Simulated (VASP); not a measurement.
# A slab model of the (1 0 0) face of Pt3Pb, part 5 of 7

Aim: model the (1 0 0) face of Pt3Pb by a slab and find how far its highest filled level lies below the vacuum. The start is a cell from a database of measured crystal structures.

VASP 6.6.1, plane waves and PAW; the level of theory is named at each step.

So far. Step 3 (Surface relaxation): The run ended after 16 ionic steps, 0.359 eV below its first step, once the forces on the free atoms met EDIFFG = -0.03. Step 4 (Vacuum level and density of states): The vacuum level lies 4.22 eV above the Fermi level at the upper face; the two faces differ by 1.43 eV, the step that the slab's dipole of -0.130 e·Å makes.

### 7. The slab in a field, field -0.1

Level of this step: r2SCAN with rVV10; plane waves and PAW (Pt, Pb) (VASP).

A field across the slab, with the atoms held, gives the electronic response: the dipole changes linearly with the field, and the energy has a linear term from the slab's own dipole and a quadratic one from its polarisability.

Contents of INCAR:

```
SYSTEM = Pt3Pb
PREC = Normal
ENCUT = 300
EDIFF = 1E-06
NELM = 120
ISMEAR = 0
SIGMA = 0.1
LREAL = .FALSE.
ALGO = Normal
METAGGA = R2SCAN
LUSE_VDW = .TRUE.
IVDW_NL = 2
BPARAM = 11.95
CPARAM = 0.0093
LASPH = .TRUE.
NBANDS = 63
LORBIT = 11
LWAVE = .FALSE.
LCHARG = .FALSE.
KPAR = 2
IDIPOL = 3
LDIPOL = .TRUE.
DIPOL = 0.5 0.5 0.502
EFIELD = -0.1
LVHAR = .TRUE.
```

Contents of POSCAR:

```
Pt3Pb
1.0
    4.0580000000      0.0000000000      0.0000000000
    0.0000000000      4.0580000000      0.0000000000
    0.0000000000      0.0000000000     25.1450000000
Pt Pb
9 3
Direct
    0.0000000000      0.5000000000      0.2982700300
    0.5000000000      0.0000000000      0.2982700300
    0.5000000000      0.5000000000      0.3789620200
    0.0000000000      0.5000000000      0.4596540100
    0.5000000000      0.0000000000      0.4596540100
    0.5000000000      0.5000000000      0.5406246797
    0.0000000000      0.5000000000      0.6233645516
    0.5000000000      0.0000000000      0.6233645516
    0.5000000000      0.5000000000      0.6970228859
    0.0000000000      0.0000000000      0.3789620200
    0.0000000000      0.0000000000      0.5430129828
    0.0000000000      0.0000000000      0.7180680433
```

Contents of KPOINTS:

```
Automatic mesh
0
Gamma
5 5 1
0 0 0
```

Potentials, in the order of the species: Pt and Pb (PBE family, release 64).

Started as:

```bash
> mpirun -np 2 vasp_std
```

Output:

```text
[... set-up lines as in an earlier step ...]
 entering main loop
       N       E                     dE             d eps       ncg     rms          rms(c)
Total rVV10 correction in eV:      2.8842970   149.7254159
Total rVV10 correction in eV:      2.8842970   149.7254159
DAV:   1    -0.439540606375E+02   -0.43954E+02   -0.33400E+04   756   0.909E+02
DAV:   2    -0.619447152940E+03   -0.57549E+03   -0.54510E+03   953   0.227E+02
DAV:   3    -0.657543749409E+03   -0.38097E+02   -0.36195E+02   936   0.571E+01
DAV:   4    -0.658744702471E+03   -0.12010E+01   -0.11933E+01   945   0.102E+01
DAV:   5    -0.658790030334E+03   -0.45328E-01   -0.45304E-01   993   0.189E+00    0.296E+01
Total rVV10 correction in eV:      2.7815934   149.7301718
Total rVV10 correction in eV:      2.7815934   149.7301718
DAV:   6    -0.728709537608E+03   -0.69920E+02   -0.30267E+02  1171   0.101E+02    0.840E+01
Total rVV10 correction in eV:      2.7793141   149.7371714
Total rVV10 correction in eV:      2.7793141   149.7371714
DAV:   7    -0.669057116475E+03    0.59652E+02   -0.14151E+02  1000   0.294E+01    0.599E+01
Total rVV10 correction in eV:      2.8054956   149.7668046
Total rVV10 correction in eV:      2.8054956   149.7668046
DAV:   8    -0.670164981035E+03   -0.11079E+01   -0.20701E+01   944   0.153E+01    0.517E+01
Total rVV10 correction in eV:      2.7931540   149.7499214
Total rVV10 correction in eV:      2.7931540   149.7499214
DAV:   9    -0.641230382945E+03    0.28935E+02   -0.56565E+02  1107   0.770E+01    0.450E+01
Total rVV10 correction in eV:      2.7741431   149.7599580
Total rVV10 correction in eV:      2.7741431   149.7599580
DAV:  10    -0.650769755194E+03   -0.95394E+01   -0.88463E+01   888   0.285E+01    0.402E+01
Total rVV10 correction in eV:      2.7573618   149.7676519
Total rVV10 correction in eV:      2.7573618   149.7676519
DAV:  11    -0.648572750380E+03    0.21970E+01   -0.12880E+01   906   0.201E+01    0.371E+01
Total rVV10 correction in eV:      2.7545135   149.7655830
Total rVV10 correction in eV:      2.7545135   149.7655830
DAV:  12    -0.640228813273E+03    0.83439E+01   -0.27548E+01   897   0.129E+01    0.254E+01
Total rVV10 correction in eV:      2.7538761   149.7637183
Total rVV10 correction in eV:      2.7538761   149.7637183
DAV:  13    -0.638456077289E+03    0.17727E+01   -0.47047E+00   872   0.114E+01    0.227E+01
Total rVV10 correction in eV:      2.7507493   149.7583032
Total rVV10 correction in eV:      2.7507493   149.7583032
DAV:  14    -0.632583800864E+03    0.58723E+01   -0.14641E+01   969   0.118E+01    0.180E+01
Total rVV10 correction in eV:      2.7527448   149.7549294
Total rVV10 correction in eV:      2.7527448   149.7549294
DAV:  15    -0.630470021454E+03    0.21138E+01   -0.24347E+00   859   0.838E+00    0.140E+01
Total rVV10 correction in eV:      2.7549100   149.7529298
Total rVV10 correction in eV:      2.7549100   149.7529298
DAV:  16    -0.630311315381E+03    0.15871E+00   -0.27261E-01   856   0.206E+00    0.128E+01
Total rVV10 correction in eV:      2.7587355   149.7499985
Total rVV10 correction in eV:      2.7587355   149.7499985
DAV:  17    -0.629403517182E+03    0.90780E+00   -0.10541E+00   913   0.420E+00    0.104E+01
Total rVV10 correction in eV:      2.7641070   149.7494382
Total rVV10 correction in eV:      2.7641070   149.7494382
DAV:  18    -0.628976475374E+03    0.42704E+00   -0.37871E-01   836   0.352E+00    0.855E+00
Total rVV10 correction in eV:      2.7667124   149.7520263
Total rVV10 correction in eV:      2.7667124   149.7520263
DAV:  19    -0.628632920298E+03    0.34356E+00   -0.70145E-01   953   0.377E+00    0.669E+00
Total rVV10 correction in eV:      2.7665697   149.7550854
Total rVV10 correction in eV:      2.7665697   149.7550854
DAV:  20    -0.628581680967E+03    0.51239E-01   -0.14786E-01   843   0.167E+00    0.557E+00
Total rVV10 correction in eV:      2.7660050   149.7568478
Total rVV10 correction in eV:      2.7660050   149.7568478
DAV:  21    -0.628584812679E+03   -0.31317E-02   -0.10362E-02   859   0.501E-01    0.526E+00
Total rVV10 correction in eV:      2.7666174   149.7671106
Total rVV10 correction in eV:      2.7666174   149.7671106
DAV:  22    -0.628580418309E+03    0.43944E-02   -0.78918E-02   820   0.133E+00    0.414E+00
Total rVV10 correction in eV:      2.7643284   149.7760737
Total rVV10 correction in eV:      2.7643284   149.7760737
DAV:  23    -0.628590381813E+03   -0.99635E-02   -0.57140E-02   875   0.115E+00    0.326E+00
Total rVV10 correction in eV:      2.7613030   149.7812417
Total rVV10 correction in eV:      2.7613030   149.7812417
DAV:  24    -0.628591581572E+03   -0.11998E-02   -0.18934E-02   836   0.621E-01    0.264E+00
Total rVV10 correction in eV:      2.7569601   149.7969284
Total rVV10 correction in eV:      2.7569601   149.7969284
DAV:  25    -0.628631688831E+03   -0.40107E-01   -0.12701E-01   844   0.178E+00    0.143E+00
Total rVV10 correction in eV:      2.7565764   149.7965651
Total rVV10 correction in eV:      2.7565764   149.7965651
DAV:  26    -0.628622624968E+03    0.90639E-02   -0.10594E-02   807   0.457E-01    0.115E+00
Total rVV10 correction in eV:      2.7563839   149.7949453
Total rVV10 correction in eV:      2.7563839   149.7949453
DAV:  27    -0.628614816370E+03    0.78086E-02   -0.11904E-03   890   0.157E-01    0.113E+00
Total rVV10 correction in eV:      2.7562482   149.7947553
Total rVV10 correction in eV:      2.7562482   149.7947553
DAV:  28    -0.628614778732E+03    0.37639E-04   -0.33815E-04   865   0.104E-01    0.110E+00
Total rVV10 correction in eV:      2.7551095   149.7819515
Total rVV10 correction in eV:      2.7551095   149.7819515
DAV:  29    -0.628566926774E+03    0.47852E-01   -0.26974E-02   813   0.598E-01    0.699E-01
Total rVV10 correction in eV:      2.7551874   149.7793246
Total rVV10 correction in eV:      2.7551874   149.7793246
DAV:  30    -0.628562772182E+03    0.41546E-02   -0.24020E-03   897   0.201E-01    0.730E-01
Total rVV10 correction in eV:      2.7547047   149.7765426
Total rVV10 correction in eV:      2.7547047   149.7765426
DAV:  31    -0.628555200439E+03    0.75717E-02   -0.10852E-03   827   0.123E-01    0.596E-01
Total rVV10 correction in eV:      2.7540503   149.7636401
Total rVV10 correction in eV:      2.7540503   149.7636401
DAV:  32    -0.628528726748E+03    0.26474E-01   -0.92491E-03   835   0.337E-01    0.416E-01
Total rVV10 correction in eV:      2.7541714   149.7578382
Total rVV10 correction in eV:      2.7541714   149.7578382
DAV:  33    -0.628521338101E+03    0.73886E-02   -0.19524E-03   897   0.167E-01    0.401E-01
Total rVV10 correction in eV:      2.7544282   149.7483247
Total rVV10 correction in eV:      2.7544282   149.7483247
DAV:  34    -0.628512642687E+03    0.86954E-02   -0.30383E-03   784   0.202E-01    0.399E-01
Total rVV10 correction in eV:      2.7539655   149.7396438
Total rVV10 correction in eV:      2.7539655   149.7396438
DAV:  35    -0.628504842091E+03    0.78006E-02   -0.33108E-03   841   0.140E-01    0.330E-01
Total rVV10 correction in eV:      2.7539005   149.7361412
Total rVV10 correction in eV:      2.7539005   149.7361412
DAV:  36    -0.628502868453E+03    0.19736E-02   -0.70623E-04   881   0.900E-02    0.311E-01
Total rVV10 correction in eV:      2.7538970   149.7333217
Total rVV10 correction in eV:      2.7538970   149.7333217
DAV:  37    -0.628501755966E+03    0.11125E-02   -0.51837E-04   865   0.974E-02    0.254E-01
Total rVV10 correction in eV:      2.7539512   149.7288423
Total rVV10 correction in eV:      2.7539512   149.7288423
DAV:  38    -0.628500919627E+03    0.83634E-03   -0.13240E-03   785   0.157E-01    0.164E-01
Total rVV10 correction in eV:      2.7541637   149.7279975
Total rVV10 correction in eV:      2.7541637   149.7279975
DAV:  39    -0.628500951590E+03   -0.31963E-04   -0.17071E-04   841   0.646E-02    0.133E-01
Total rVV10 correction in eV:      2.7542482   149.7269929
Total rVV10 correction in eV:      2.7542482   149.7269929
DAV:  40    -0.628500837880E+03    0.11371E-03   -0.15322E-04   784   0.625E-02    0.973E-02
Total rVV10 correction in eV:      2.7544206   149.7268492
Total rVV10 correction in eV:      2.7544206   149.7268492
DAV:  41    -0.628500868697E+03   -0.30817E-04   -0.11337E-04   805   0.540E-02    0.756E-02
Total rVV10 correction in eV:      2.7545051   149.7266148
Total rVV10 correction in eV:      2.7545051   149.7266148
DAV:  42    -0.628500933521E+03   -0.64824E-04   -0.43890E-05   829   0.400E-02    0.538E-02
Total rVV10 correction in eV:      2.7545395   149.7260429
Total rVV10 correction in eV:      2.7545395   149.7260429
DAV:  43    -0.628501024774E+03   -0.91253E-04   -0.92958E-05   792   0.410E-02    0.262E-02
Total rVV10 correction in eV:      2.7545765   149.7260705
Total rVV10 correction in eV:      2.7545765   149.7260705
DAV:  44    -0.628501083396E+03   -0.58622E-04   -0.31537E-05   791   0.306E-02    0.246E-02
Total rVV10 correction in eV:      2.7546102   149.7260579
Total rVV10 correction in eV:      2.7546102   149.7260579
DAV:  45    -0.628501134792E+03   -0.51396E-04   -0.15667E-05   818   0.214E-02    0.232E-02
Total rVV10 correction in eV:      2.7546268   149.7260526
Total rVV10 correction in eV:      2.7546268   149.7260526
DAV:  46    -0.628501106884E+03    0.27907E-04   -0.14442E-05   803   0.211E-02    0.188E-02
Total rVV10 correction in eV:      2.7545980   149.7258884
Total rVV10 correction in eV:      2.7545980   149.7258884
DAV:  47    -0.628501157789E+03   -0.50905E-04   -0.14194E-05   791   0.186E-02    0.157E-02
Total rVV10 correction in eV:      2.7545720   149.7257881
Total rVV10 correction in eV:      2.7545720   149.7257881
DAV:  48    -0.628501145974E+03    0.11815E-04   -0.67449E-06   786   0.100E-02    0.120E-02
Total rVV10 correction in eV:      2.7545731   149.7257534
Total rVV10 correction in eV:      2.7545731   149.7257534
DAV:  49    -0.628501151345E+03   -0.53708E-05   -0.27642E-06   656   0.925E-03    0.103E-02
Total rVV10 correction in eV:      2.7545677   149.7257463
Total rVV10 correction in eV:      2.7545677   149.7257463
DAV:  50    -0.628501140712E+03    0.10633E-04   -0.25676E-06   602   0.978E-03    0.546E-03
Total rVV10 correction in eV:      2.7545196   149.7256380
Total rVV10 correction in eV:      2.7545196   149.7256380
DAV:  51    -0.628501145227E+03   -0.45153E-05   -0.14838E-05   819   0.158E-02    0.222E-03
Total rVV10 correction in eV:      2.7545269   149.7256300
Total rVV10 correction in eV:      2.7545269   149.7256300
DAV:  52    -0.628501148067E+03   -0.28397E-05   -0.35756E-06   695   0.115E-02    0.226E-03
Total rVV10 correction in eV:      2.7545272   149.7256263
Total rVV10 correction in eV:      2.7545272   149.7256263
DAV:  53    -0.628501137305E+03    0.10762E-04   -0.13899E-06   546   0.750E-03    0.162E-03
Total rVV10 correction in eV:      2.7545259   149.7256249
Total rVV10 correction in eV:      2.7545259   149.7256249
DAV:  54    -0.628501142920E+03   -0.56143E-05   -0.79743E-07   496   0.616E-03    0.137E-03
Total rVV10 correction in eV:      2.7545274   149.7256233
Total rVV10 correction in eV:      2.7545274   149.7256233
DAV:  55    -0.628501146940E+03   -0.40203E-05   -0.66441E-07   483   0.529E-03    0.114E-03
Total rVV10 correction in eV:      2.7545276   149.7256205
Total rVV10 correction in eV:      2.7545276   149.7256205
DAV:  56    -0.628501139505E+03    0.74352E-05   -0.18398E-06   596   0.822E-03    0.828E-04
Total rVV10 correction in eV:      2.7545287   149.7256186
Total rVV10 correction in eV:      2.7545287   149.7256186
DAV:  57    -0.628501146347E+03   -0.68420E-05   -0.13825E-06   580   0.696E-03    0.705E-04
Total rVV10 correction in eV:      2.7545285   149.7256184
Total rVV10 correction in eV:      2.7545285   149.7256184
DAV:  58    -0.628501138815E+03    0.75321E-05   -0.19812E-07   444   0.275E-03    0.717E-04
Total rVV10 correction in eV:      2.7545285   149.7256182
Total rVV10 correction in eV:      2.7545285   149.7256182
DAV:  59    -0.628501137845E+03    0.96963E-06   -0.10700E-07   428   0.216E-03
Total rVV10 correction in eV:      2.7545290   149.7256171
Total rVV10 correction in eV:      2.7545290   149.7256171
Total rVV10 correction in eV:      2.7545286   149.7256182
Total rVV10 correction in eV:      2.7545286   149.7256182
   1 F= -.62850114E+03 E0= -.62847812E+03  d E =-.460415E-01
```

Run time: 8.9 min. Hardware: 2 MPI ranks of AMD EPYC 7R43, shared host; peak memory 0.68 GiB.

From OUTCAR (step 7):

```text
   NELECT =     102.0000    total number of electrons

 dipolmoment           0.000000      0.000000     -0.253646 electrons x Angstroem

 E-fermi :   2.2466

 k-point     1 :       0.0000    0.0000    0.0000
  band No.  band energies     occupation
    ...
     44       1.5721      2.00000
     45       1.8535      2.00000
     46       1.9545      1.99996
     47       1.9545      1.99996
     48       2.0815      1.98043
     49       2.4919      0.00052
     50       2.5366      0.00004
     51       2.6300      0.00000
     52       2.6746      0.00000
     53       2.6746      0.00000
    ...

  Total       -7.1088745     -7.1088745     -2.1770683      0.0000000      0.0000000     -0.0000000
  in kB      -27.5065233    -27.5065233     -8.4237778      0.0000000      0.0000000     -0.0000000
  external PRESSURE =     -21.1456082 kB  Pullay stress =       0.0000000 kB

 POSITION                                       TOTAL-FORCE (eV/Angst)
 -----------------------------------------------------------------------------------
      0.00000      2.02900      7.50000        -0.000000     -0.000000      0.469301
      2.02900      0.00000      7.50000         0.000000      0.000000      0.469301
      2.02900      2.02900      9.52900         0.000000      0.000000     -0.220645
      0.00000      2.02900     11.55800         0.000000      0.000000      0.074954
      2.02900      0.00000     11.55800         0.000000      0.000000      0.074954
      2.02900      2.02900     13.59401         0.000000      0.000000     -0.017671
      0.00000      2.02900     15.67450         0.000000      0.000000      0.006175
      2.02900      0.00000     15.67450         0.000000      0.000000      0.006175
      2.02900      2.02900     17.52664         0.000000      0.000000     -0.011759
      0.00000      0.00000      9.52900        -0.000000      0.000000     -0.874061
      0.00000      0.00000     13.65406         0.000000     -0.000000     -0.002092
      0.00000      0.00000     18.05582         0.000000      0.000000      0.025368
 -----------------------------------------------------------------------------------
    total drift:                                0.000000      0.000000      0.008019

  FREE ENERGIE OF THE ION-ELECTRON SYSTEM (eV)
  ---------------------------------------------------
  free  energy   TOTEN  =      -628.5011378450 eV

  energy  without entropy=     -628.4550962978  energy(sigma->0) =     -628.47811707

 vacuum level on the upper side and lower side of the slab         6.985         7.351

[... 8 parts as in an earlier step ...]

[... 9 further parts left out ...]
```

This step gave:

- electronic cycles: 59
- free energy (TOTEN): -628.5011 eV
- energy at zero smearing: -628.4781 eV
- Fermi energy: 2.247 eV
- dipole moment: 0, 0, -0.2536 e·Å

The planar average of the electrostatic potential oscillates, so the rows of the table below give means over windows of 2.04 Å about each position, cut where the curve ends. Its maxima inside the range that stand out by 2 % of the span (Å: eV): 4.9: 5.51, 8.5: -2.45, 10.6: -2.92, 12.6: -2.38, 14.7: -2.72, 16.6: -2.21. Its minima: 7.6: -15.7, 9.5: -15.4, 11.5: -16.5, 13.6: -15.5, 15.7: -16.4, 17.7: -13.9.

Zero at the Fermi level. Table of planar average of the electrostatic potential by height; means over each step:

height (Å), planar average of the electrostatic potential (eV) and a bar from the least value:
```
     1.02        5.1 ##############################
     3.06        5.4 ##############################
     5.10        5.3 ##############################
     7.14       -7.3 #####
     9.18       -9.7 #
    11.22      -10.0 
    13.26       -9.7 #
    15.30       -9.9 
    17.34       -8.7 ###
    19.38        1.3 ######################
    21.42        4.4 ############################
    23.46        4.6 #############################
```

Force by atom:

| atom | x (eV/Å) | y (eV/Å) | z (eV/Å) | size |
| --- | --- | --- | --- | --- |
| Pt1 | 0.000 | 0.000 | 0.469 | 0.469 |
| Pt2 | 0.000 | 0.000 | 0.469 | 0.469 |
| Pt3 | 0.000 | 0.000 | -0.221 | 0.221 |
| Pt4 | 0.000 | 0.000 | 0.075 | 0.075 |
| Pt5 | 0.000 | 0.000 | 0.075 | 0.075 |
| Pt6 | 0.000 | 0.000 | -0.018 | 0.018 |
| Pt7 | 0.000 | 0.000 | 0.006 | 0.006 |
| Pt8 | 0.000 | 0.000 | 0.006 | 0.006 |
| Pt9 | 0.000 | 0.000 | -0.012 | 0.012 |
| Pb10 | 0.000 | 0.000 | -0.874 | 0.874 |
| Pb11 | 0.000 | 0.000 | -0.002 | 0.002 |
| Pb12 | 0.000 | 0.000 | 0.025 | 0.025 |

Energy at zero smearing: -628.47812 eV.

[end of part 5 of 7]

[Lines on the potential files, build, host, timing and source positions are cut from VASP's logs without a mark.]

[Logs are printed without paths, hosts, clocks, repeated set-up lines and the standing remarks that a program may print on its own settings, such as how far it seeks lower states.]

[Hosts, paths, dates, database ids (printed as entryN), source tags and the programs' standing remarks are cut or masked in the printed files.]

[In band tables of VASP the shares of atoms and orbitals are scaled to a sum of 1 inside the atoms' spheres.]

[Runs that stopped without an error message from VASP are left out.]

[VASP counts the dipole in electrons times Å, so a positive number points the physical dipole along −c.]
